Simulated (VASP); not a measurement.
A run of VASP 6.6.1:

Contents of INCAR:

```
ALGO = Fast ; EDIFF = 1E-7
EDIFFG = -0.002 ; ENCUT = 700
GGA = PS ; IBRION = 2
ISIF = 3 ; ISMEAR = 0
LASPH = T ; LCHARG = F
LREAL = F ; LWAVE = F
NELM = 100 ; NSW = 80
PREC = Accurate ; SIGMA = 0.02
```

File KPOINTS:

```
k-points
0
Gamma
  10 10 10
```

The input POSCAR:

```
YS                                      
1.0
   -0.0000000000      2.7297045408      2.7297045408
    2.7297045408     -0.0000000000      2.7297045408
    2.7297045408      2.7297045408      0.0000000000
  Y               S             
     1     1
Direct
     0.5000000000000000    0.5000000000000000    0.5000000000000000
     0.0000000000000000    0.0000000000000000    0.0000000000000000
```

Potentials or basis: VASP PAW PBE potentials, release 64 (Y_sv, S).

Run with:

```bash
$ cat potpaw_PBE.64/Y_sv/POTCAR potpaw_PBE.64/S/POTCAR > POTCAR
$ mpirun -np 1 vasp_std > vasp.out
```

Hardware: 1 thread of Intel(R) Xeon(R) Platinum 8259CL CPU @ 2.50GHz (Skylake/Cascade Lake), with other jobs on the host.

Q: Estimate the wall time of this run.

A: It took 96 s on 1 thread of Intel(R) Xeon(R) Platinum 8259CL CPU @ 2.50GHz (Skylake/Cascade Lake) (shared host), peak memory 0.26 GiB. Counts: scf iterations 25, k points 47, ion steps 1.
